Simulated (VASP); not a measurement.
# B2C (Pmmm) in VASP: further runs

One crystal, B2C, is run at these levels: PBE; tasks: relaxation of cell and atoms.

All numbers are computed with VASP 6.6.1; they aren't measurements. Logs are shortened: lines on timing, memory, paths and dates and some standing lists are left out, and cuts for length are marked.

## 1. The structure

The structure is orthorhombic, space group Pmmm (No. 47). The conventional cell has a = 2.568 Å, b = 3.438 Å, c = 3.462 Å, α = 90.00°, β = 90.00°, γ = 90.00°. B (site symmetry m2m) is surrounded by 2 C at 1.56 Å and 2 B at 1.68 to 1.76 Å. C (site symmetry mmm) is surrounded by 4 B at 1.56 Å.

The cell was built by a generator and needn't be a form met in nature.

## 2. Relaxation of cell and atoms, PBE

INCAR

```
SYSTEM = B2C
ALGO = Normal
EDIFF = 1E-6
EDIFFG = -0.01
ENCUT = 520
GGA = PE
IBRION = 2
ISIF = 3
ISMEAR = 0
KPAR = 4
LASPH = .True.
LCHARG = .False.
LREAL = .False.
LWAVE = .False.
NELM = 120
NSW = 90
PREC = Accurate
SIGMA = 0.1
```

KPOINTS

```
k-points
0
Gamma
  14 10 10
  0 0 0
```

POSCAR

```
B2C
1.0
    2.5680000000      0.0000000000      0.0000000000
    0.0000000000      3.4380000000      0.0000000000
    0.0000000000      0.0000000000      3.4620000000
B C
2 1
Direct
    0.5000000000      0.2553810400      0.0000000000
    0.5000000000      0.7446189600      0.0000000000
    0.0000000000      0.0000000000      0.0000000000
```

Potentials or basis: VASP PAW PBE potentials, release 64 (B, C).

The run is started by

```bash
$ cat potpaw_PBE.64/B/POTCAR potpaw_PBE.64/C/POTCAR > POTCAR
$ mpirun -np 4 vasp_std > vasp.out
```

OUTCAR:

```text
SYSTEM = B2C
   EDIFF = 1E-6
   EDIFFG = -0.01
   ENCUT = 520
   GGA = PE
   IBRION = 2
   ISIF = 3
   ISMEAR = 0
   LASPH = .True.
   LREAL = .False.
   NELM = 120
   NSW = 90
   PREC = Accurate

 ion  position               nearest neighbor table
   1  0.500  0.255  0.000-   3 1.56   3 1.56   2 1.68   2 1.76
   2  0.500  0.745  0.000-   3 1.56   3 1.56   1 1.68   1 1.76
   3  0.000  0.000  0.000-   1 1.56   2 1.56   1 1.56   2 1.56

  LATTYP: Found a simple orthorhombic cell.
 ALAT       =     2.5680000000
 B/A-ratio  =     1.3387850467
 C/A-ratio  =     1.3481308411

  Lattice vectors:

 A1 = (   2.5680000000,   0.0000000000,   0.0000000000)
 A2 = (   0.0000000000,   3.4380000000,   0.0000000000)
 A3 = (   0.0000000000,   0.0000000000,   3.4620000000)

Analysis of symmetry for initial positions (statically):
=====================================================================
 Subroutine PRICEL returns:
 Original cell was already a primitive cell.

 Routine SETGRP: Setting up the symmetry group for a
 simple orthorhombic supercell.

 Subroutine GETGRP returns: Found  8 space group operations
 (whereof  8 operations were pure point group operations)
 out of a pool of  8 trial point group operations.

The static configuration has the point symmetry D_2h.

Analysis of symmetry for dynamics (positions and initial velocities):
=====================================================================
 Subroutine PRICEL returns:
 Original cell was already a primitive cell.

 Routine SETGRP: Setting up the symmetry group for a
 simple orthorhombic supercell.

 Subroutine GETGRP returns: Found  8 space group operations
 (whereof  8 operations were pure point group operations)
 out of a pool of  8 trial point group operations.

The dynamic configuration has the point symmetry D_2h.

 Subroutine INISYM returns: Found  8 space group operations
 (whereof  8 operations are pure point group operations),
 and found     1 'primitive' translations

----------------------------------------------------------------------------------------

                                     Primitive cell

  volume of cell :      30.5653

  direct lattice vectors                    reciprocal lattice vectors
     2.568000000  0.000000000  0.000000000     0.389408100  0.000000000  0.000000000
     0.000000000  3.438000000  0.000000000     0.000000000  0.290866783  0.000000000
     0.000000000  0.000000000  3.462000000     0.000000000  0.000000000  0.288850376

  length of vectors
     2.568000000  3.438000000  3.462000000     0.389408100  0.290866783  0.288850376

  position of ions in fractional coordinates (direct lattice)
     0.500000000  0.255381040  0.000000000
     0.500000000  0.744618960  0.000000000
     0.000000000  0.000000000  0.000000000

  ion indices of the primitive-cell ions
   primitive index   ion index
                 1           1
                 2           2
                 3           3

----------------------------------------------------------------------------------------

 KPOINTS: k-points

Automatic generation of k-mesh.
 Grid dimensions read from file:
 generate k-points for:   14   10   10

 Generating k-lattice:

  Cartesian coordinates                     Fractional coordinates (reciprocal lattice)
     0.027814864  0.000000000  0.000000000     0.071428571  0.000000000  0.000000000
     0.000000000  0.029086678  0.000000000     0.000000000  0.100000000  0.000000000
     0.000000000  0.000000000  0.028885038     0.000000000  0.000000000  0.100000000

  Length of vectors
     0.027814864  0.029086678  0.028885038

  Shift w.r.t. Gamma in fractional coordinates (k-lattice)
     0.000000000  0.000000000  0.000000000

 Subroutine IBZKPT returns following result:
 ===========================================

 Found    288 irreducible k-points:

 Following reciprocal coordinates:
            Coordinates               Weight
  0.000000  0.000000  0.000000      1.000000
  0.071429  0.000000  0.000000      2.000000
  0.142857  0.000000  0.000000      2.000000
  0.214286  0.000000  0.000000      2.000000
  0.285714  0.000000  0.000000      2.000000
  0.357143  0.000000  0.000000      2.000000
[... 16 lines left out ...]
  0.428571  0.200000  0.000000      4.000000
  0.500000  0.200000  0.000000      2.000000
 [... further k-points ...]
   k-points           NKPTS =    288   k-points in BZ     NKDIM =    288   number of bands    NBANDS=      9
   number of dos      NEDOS =    301   number of ions     NIONS =      3
   total plane-waves  NPLWV =  15680
   dimension x,y,z NGX =    20 NGY =   28 NGZ =   28
   dimension x,y,z NGXF=    40 NGYF=   56 NGZF=   56
   ions per type =               2   1
   NGX,Y,Z   is equivalent  to a cutoff of  12.95, 13.54, 13.45 a.u.
   NGXF,Y,Z  is equivalent  to a cutoff of  25.90, 27.08, 26.89 a.u.
 SYSTEM =  B2C
   PREC   = accura    normal or accurate (medium, high low for compatibility)
   ISTART =      0    job   : 0-new  1-cont  2-samecut
   ICHARG =      2    charge: 1-file 2-atom 10-const
   ISPIN  =      1    spin polarized calculation?
   LNONCOLLINEAR =      F non collinear calculations
   LSORBIT =      F    spin-orbit coupling
   LASPH  =      T    aspherical Exc in radial PAW
   ENCUT  =  520.0 eV  38.22 Ry    6.18 a.u.   4.77  6.39  6.44*2*pi/ulx,y,z
   NELM   =    120;   NELMIN=  2; NELMDL= -5     # of ELM steps
   EDIFF  = 0.1E-05   stopping-criterion for ELM
   LREAL  =      F    real-space projection
   EDIFFG = -.1E-01   stopping-criterion for IOM
   NSW    =     90    number of steps for IOM
   IBRION =      2    ionic relax: 0-MD 1-quasi-New 2-CG
   NFREE  =      1    steps in history (QN), initial steepest desc. (CG)
   ISIF   =      3    stress and relaxation
   ISYM   =      2    0-nonsym 1-usesym 2-fastsym
   POTIM  = 0.5000    time-step for ionic-motion
   TEBEG  =    0.0;   TEEND  =   0.0 temperature during run
   PSTRESS=    0.0 pullay stress
   NELECT =      10.0000    total number of electrons
   NUPDOWN=      -1.0000    fix difference up-down
   EMIN   =  10.00;   EMAX   =-10.00  energy-range for DOS
   EFERMI =   0.00;   METHOD = LEGACY
   ISMEAR =     0;   SIGMA  =   0.10  broadening in eV -4-tet -1-fermi 0-gaus
   EFERMI_NEDOS =   21; number of points for ismear=-14 and -15
   IALGO  =     38    algorithm
   IMIX   =      4    mixing-type and parameters
     AMIX     =   0.40;   BMIX     =  1.00
     AMIX_MAG =   1.60;   BMIX_MAG =  1.00
  volume/ion in A,a.u.               =      10.19        68.75
  Fermi-wavevector in a.u.,A,eV,Ry     =   1.128060  2.131724 17.313675  1.272519
  Thomas-Fermi vector in A             =   2.264749
   LORBIT       =      0    0 simple, 1 ext, 2 COOP (PROOUT), +10 PAW based schemes
   GGA     = PE    functional components
   LHFCALC =     F    Hartree Fock is set to
   AEXX    =    0.0000 exact exchange contribution
   IVDW    =     0    specifies the selected vdW correction
   LEPSILON=     F    determine dielectric tensor
   LRPA    =     F    only Hartree local field effects (RPA)
 conjugate gradient relaxation of ions
 non-spin polarized calculation
 Gauss-broadening in eV      SIGMA  =   0.10
  energy-cutoff  :      520.00
  volume of cell :       30.57
 maximum number of plane-waves:       842
 NGX is ok and might be reduce to    20
   NGX =  9   NGY = 13   NGZ = 13

--------------------------------------- Ionic step        1  -------------------------------------------

 number of electron      10.0000000 magnetization

 Free energy of the ion-electron system (eV)
  ---------------------------------------------------
  ext. energy  EPLUGINS =         0.00000000
  ---------------------------------------------------
  free energy    TOTEN  =       -21.20175227 eV

  energy without entropy =      -21.19941701  energy(sigma->0) =      -21.20058464

------------------------ aborting loop because EDIFF is reached ----------------------------------------

  FORCE on cell =-STRESS in cart. coord.  units (eV):
  Direction    XX          YY          ZZ          XY          YZ          ZX
  --------------------------------------------------------------------------------------
  -------------------------------------------------------------------------------------
  Total        0.0024337     -0.0217159      0.3373618      0.0000000      0.0000000      0.0000000
  in kB        0.1275697     -1.1383122     17.6839186      0.0000000      0.0000000      0.0000000
  external PRESSURE =       5.5577254 kB  Pullay stress =       0.0000000 kB
[... 92 lines left out ...]
  FREE ENERGIE OF THE ION-ELECTRON SYSTEM (eV)
  ---------------------------------------------------
  free  energy   TOTEN  =       -21.2066243235 eV

  energy  without entropy=      -21.2042191789  energy(sigma->0) =      -21.20542175

 E-fermi :   2.8903     XC(G=0):  -9.4199

 val. band max:        2.8851975683   @ k =   0.2143   0.4000   0.5000
 cond. band min:       2.8955236402   @ k =   0.4286   0.1000   0.5000
 fundamental gap:      0.0103260719
 Fermi energy:         2.8903383320

 k-point     1 :       0.0000    0.0000    0.0000
  band No.  band energies     occupation
      1     -13.5017      2.00000
      2      -3.0554      2.00000
      3      -2.0172      2.00000
      4      -1.8986      2.00000
      5      -1.6867      2.00000
      6       7.2013      0.00000
      7       9.5859      0.00000
      8      10.0527      0.00000
      9      10.3876      0.00000
[... 265 lines left out ...]
 k-point    24 :       0.5000    0.2000    0.0000
  band No.  band energies     occupation
      1      -9.5747      2.00000
      2      -9.3509      2.00000
      3      -2.4064      2.00000
      4      -1.7915      2.00000
      5       3.0371      0.03795
      6       3.3684      0.00000
      7       8.9119      0.00000
      8       9.7674      0.00000
      9      10.1973      0.00000

 [... further k-points ...]

[... ionic steps 4 to 14 ...]

--------------------------------------- Ionic step       15  -------------------------------------------

 number of electron      10.0000000 magnetization

------------------------ aborting loop because EDIFF is reached ----------------------------------------

  FORCE on cell =-STRESS in cart. coord.  units (eV):
  Direction    XX          YY          ZZ          XY          YZ          ZX
  --------------------------------------------------------------------------------------
  -------------------------------------------------------------------------------------
  Total        0.0159758      0.0571400     -0.0047693      0.0000000      0.0000000      0.0000000
  in kB        0.7523702      2.6909681     -0.2246086      0.0000000      0.0000000      0.0000000
  external PRESSURE =       1.0729099 kB  Pullay stress =       0.0000000 kB
[... 59 lines left out ...]
  energy  without entropy=      -21.2162442928  energy(sigma->0) =      -21.21735891

--------------------------------------- Ionic step       17  -------------------------------------------

 number of electron      10.0000000 magnetization

 Free energy of the ion-electron system (eV)
  ---------------------------------------------------
  ext. energy  EPLUGINS =         0.00000000
  ---------------------------------------------------
  free energy    TOTEN  =       -21.21849434 eV

  energy without entropy =      -21.21627063  energy(sigma->0) =      -21.21738248

 E-fermi :   2.4088     XC(G=0):  -9.0132

 val. band max:        2.3977370404   @ k =   0.5000   0.2000   0.0000
 cond. band min:       2.4090353058   @ k =   0.1429   0.5000   0.0000
 fundamental gap:      0.0112982654
 Fermi energy:         2.4087624604

 k-point     1 :       0.0000    0.0000    0.0000
  band No.  band energies     occupation
      1     -13.8556      2.00000
      2      -3.4966      2.00000
      3      -2.7288      2.00000
      4      -2.3170      2.00000
      5      -2.0570      2.00000
      6       6.3672      0.00000
      7       8.8663      0.00000
      8       9.2852      0.00000
      9       9.9664      0.00000
[... 265 lines left out ...]
 k-point    24 :       0.5000    0.2000    0.0000
  band No.  band energies     occupation
      1      -9.9471      2.00000
      2      -9.6978      2.00000
      3      -2.8262      2.00000
      4      -2.2457      2.00000
      5       2.3977      1.12391
      6       2.6268      0.00205
      7       8.5080      0.00000
      8       9.0582      0.00000
      9       9.7384      0.00000

 [... further k-points ...]

------------------------ aborting loop because EDIFF is reached ----------------------------------------

  FORCE on cell =-STRESS in cart. coord.  units (eV):
  Direction    XX          YY          ZZ          XY          YZ          ZX
  --------------------------------------------------------------------------------------
  -------------------------------------------------------------------------------------
  Total       -0.0005783      0.0296550     -0.0077947      0.0000000      0.0000000      0.0000000
  in kB       -0.0272356      1.3965474     -0.3670780      0.0000000      0.0000000      0.0000000
  external PRESSURE =       0.3340779 kB  Pullay stress =       0.0000000 kB
[... 18 lines left out ...]
  FREE ENERGIE OF THE ION-ELECTRON SYSTEM (eV)
  ---------------------------------------------------
  free  energy   TOTEN  =       -21.2184943363 eV

  energy  without entropy=      -21.2162706278  energy(sigma->0) =      -21.21738248

 reached required accuracy - stopping structural energy minimisation
```

It took 3.5 min on 4 MPI ranks of Intel Xeon Platinum 8375C at 2.90GHz (Ice Lake), shared host; peak memory 0.19 GiB.

What came out:

```yaml
Free_energy: -21.2185 eV
Relaxed_volume: 11.34 Å³/atom
Relaxed_cell: a = 2.572 Å, b = 3.433 Å, c = 3.852 Å, α = 90.00°, β = 90.00°, γ = 90.00°
Space_group_after_relaxing_to_0.05_Å: Pmmm (No. 47)
Energy_gained_by_relaxing: 5.6 meV/atom
Ionic_steps: 17
Pressure_after_relaxing: 0.0 GPa
Largest_force_after_relaxing: 0.006 eV/Å
Band_gap_on_the_k_mesh: none (metal or under the smearing width)
```

Forces on the atoms (eV/Å):
```
B    0.000 -0.006  0.000
B    0.000  0.006  0.000
C    0.000  0.000  0.000
```

Step by step:
| step | energy change (eV) | largest force (eV/Å) | pressure (GPa) | volume (Å³) |
| --- | --- | --- | --- | --- |
| 1 | 0.0000 | 0.0273 | 0.56 | 30.57 |
| 2 | -0.0017 | 0.0494 | 0.65 | 30.72 |
| 3 | -0.0049 | 0.2796 | 0.95 | 31.19 |
| 4 | -0.0030 | 0.7358 | 1.57 | 32.12 |
| 5 | -0.0054 | 0.4393 | 1.14 | 31.52 |
| 6 | -0.0057 | 0.4320 | 1.13 | 31.55 |
| 7 | -0.0066 | 0.4120 | 1.04 | 31.65 |
| 8 | -0.0083 | 0.3709 | 0.87 | 31.84 |
| 9 | -0.0112 | 0.2849 | 0.60 | 32.23 |
| 10 | -0.0149 | 0.1067 | 0.02 | 33.01 |
| 11 | -0.0142 | 0.2586 | -1.01 | 34.57 |
| 12 | -0.0159 | 0.0571 | -0.48 | 33.71 |
| 13 | -0.0164 | 0.0436 | -0.23 | 33.84 |
| 14 | -0.0167 | 0.0260 | 0.07 | 34.00 |
| 15 | -0.0167 | 0.0230 | 0.11 | 34.02 |
| 16 | -0.0167 | 0.0237 | 0.10 | 34.01 |
| 17 | -0.0167 | 0.0057 | 0.03 | 34.02 |

Final structure:
```xyz
3
Lattice="2.5722 0.0000 0.0000 0.0000 3.4333 0.0000 0.0000 0.0000 3.8524" Properties=species:S:1:pos:R:3 pbc="T T T"
B     1.2861    0.8750    0.0000
B     1.2861    2.5583    0.0000
C     0.0000    0.0000    0.0000
```

Caveat: this functional lacks dispersion, which binds the layers, so the pressure and a relaxed spacing across them are unreliable.

## 3. Relaxation of cell and atoms, PBE

This run uses another cell than the first one, of 11.34 Å³/atom, 1.113 times its volume.

INCAR: that of step 2 with these lines changed.

```diff
@@ -2,4 +2,4 @@
 ALGO = Normal
-EDIFF = 1E-6
-EDIFFG = -0.01
+EDIFF = 1E-7
+EDIFFG = -0.005
 ENCUT = 520
@@ -15,3 +15,4 @@
 NELM = 120
-NSW = 90
+NSW = 60
+POTIM = 0.3
 PREC = Accurate
```

KPOINTS is that of step 2.

POSCAR

```
B2C                                     
1.0
    2.5722407632     -0.0000000000      0.0000000000
    0.0000000000      3.4333100072      0.0000000000
    0.0000000000      0.0000000000      3.8523720350
  B               C             
     2     1
Direct
     0.5000000000000000    0.2548663136997851    0.0000000000000000
     0.5000000000000000    0.7451336863002150    0.0000000000000000
     0.0000000000000000    0.0000000000000000    0.0000000000000000
```

Potentials or basis: VASP PAW PBE potentials, release 64 (B, C).

The run is started by

```bash
$ cat potpaw_PBE.64/B/POTCAR potpaw_PBE.64/C/POTCAR > POTCAR
$ mpirun -np 4 vasp_std > vasp.out
```

It took 3.8 min on 4 MPI ranks of Intel Xeon Platinum 8375C at 2.90GHz (Ice Lake), shared host; peak memory 0.2 GiB.

The run converged. Its results:

| Quantity | Value |
| --- | --- |
| Free energy | -21.2210 eV |
| Relaxed volume | 11.57 Å³/atom |
| Relaxed cell | a = 2.573 Å, b = 3.433 Å, c = 3.928 Å, α = 90.00°, β = 90.00°, γ = 90.00° |
| Space group after relaxing (to 0.05 Å) | Pmmm (No. 47) |
| Energy gained by relaxing | 0.1 meV/atom |
| Ionic steps | 20 |
| Pressure after relaxing | 0.0 GPa |
| Band gap on the k mesh | none (metal or under the smearing width) |

The path:
| step | energy change (eV) | largest force (eV/Å) | pressure (GPa) | volume (Å³) |
| --- | --- | --- | --- | --- |
| 1 | 0.0000 | 0.0061 | 0.08 | 34.02 |
| 2 | 0.0000 | 0.0040 | 0.04 | 34.04 |
| 3 | 0.0000 | 0.0078 | 0.02 | 34.04 |
| 4 | 0.0000 | 0.0022 | 0.01 | 34.06 |
| 5 | 0.0000 | 0.0150 | -0.03 | 34.10 |
| 6 | 0.0000 | 0.0233 | -0.04 | 34.12 |
| 7 | 0.0000 | 0.0229 | -0.04 | 34.13 |
| 8 | -0.0001 | 0.0215 | -0.03 | 34.14 |
| 9 | -0.0001 | 0.0186 | -0.01 | 34.16 |
| 10 | -0.0001 | 0.0129 | 0.03 | 34.22 |
| 11 | -0.0002 | 0.0023 | 0.12 | 34.32 |
| 12 | -0.0002 | 0.0195 | 0.29 | 34.52 |
| 13 | -0.0002 | 0.0111 | 0.22 | 34.44 |
| 14 | -0.0002 | 0.0098 | 0.19 | 34.47 |
| 15 | -0.0002 | 0.0051 | 0.12 | 34.57 |
| 16 | -0.0002 | 0.0039 | -0.03 | 34.77 |
| 17 | -0.0002 | 0.0011 | 0.01 | 34.71 |
| 18 | -0.0002 | 0.0003 | 0.03 | 34.69 |
| 19 | -0.0002 | 0.0008 | 0.02 | 34.70 |
| 20 | -0.0002 | 0.0003 | 0.01 | 34.70 |

Final structure:
```
B C
1.0
     2.57330    0.00000    0.00000
     0.00000    3.43298    0.00000
     0.00000    0.00000    3.92827
B C
2 1
Direct
  0.50000 0.25471 0.00000
  0.50000 0.74529 0.00000
  0.00000 0.00000 0.00000
```

Levels at points of the mesh, in eV from the Fermi level:
| k point | band 1 | band 2 | band 3 | band 4 | band 5 | band 6 | band 7 | band 8 | band 9 |
| --- | --- | --- | --- | --- | --- | --- | --- | --- | --- |
| (0.00, 0.00, 0.00) | -16.26 | -5.89 | -5.21 | -4.71 | -4.48 | 3.86 | 6.39 | 6.81 | 7.54 |
| (0.50, 0.00, 0.00) | -12.59 | -12.20 | -4.28 | -4.19 | -0.33 | -0.18 | 5.01 | 5.78 | 8.31 |
| (0.00, 0.50, 0.00) | -15.65 | -9.94 | -4.01 | -3.93 | 0.76 | 1.45 | 5.02 | 5.54 | 7.02 |
| (0.50, 0.50, 0.00) | -11.91 | -11.77 | -6.83 | -5.41 | 0.18 | 2.12 | 3.04 | 9.36 | 9.57 |
| (0.00, 0.00, 0.50) | -16.13 | -6.38 | -5.71 | -4.62 | -4.46 | 5.28 | 5.42 | 7.54 | 8.74 |
| (0.50, 0.00, 0.50) | -12.51 | -12.11 | -4.25 | -4.03 | -1.48 | -1.03 | 5.30 | 6.15 | 7.70 |
| (0.00, 0.50, 0.50) | -15.55 | -9.74 | -4.93 | -3.92 | -0.94 | 1.51 | 5.06 | 6.75 | 9.65 |
| (0.50, 0.50, 0.50) | -11.85 | -11.70 | -6.75 | -5.21 | -0.48 | 1.07 | 1.92 | 8.41 | 10.30 |

Caveat: this functional lacks dispersion, which binds the layers, so the pressure and a relaxed spacing across them are unreliable.
